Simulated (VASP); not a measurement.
Given:

```
Br
1.0
    4.23959     0.00000     0.00000
   -2.11980     3.78174     0.00000
    0.00000     0.00000     5.44552
Br
3
Direct
  0.33412   0.00000   0.33333
  0.00000   0.33412   0.66667
  0.66588   0.66588   0.00000
```

Calculation: PBEsol GGA, VASP's PBE PAW potentials (set 64) (plane waves; VASP 6.6.1). Settings: 480 eV cut-off, 8×8×6 Γ-centred mesh, first-order Methfessel-Paxton smearing of 0.10 eV, potentials Br.

**Question.** Give the stress tensor in GPa (positive for a compressed cell).

**Answer.** 
```
-2.67   0.00   0.00
 0.00  -0.98  -1.40
 0.00  -1.40  -2.15
```
The pressure is its mean diagonal, -1.93 GPa.

The structure was generated: Br was put into the trigonal-Te type (P3_121), which need not be its known phase. This cell was strained or had an atom moved on purpose.
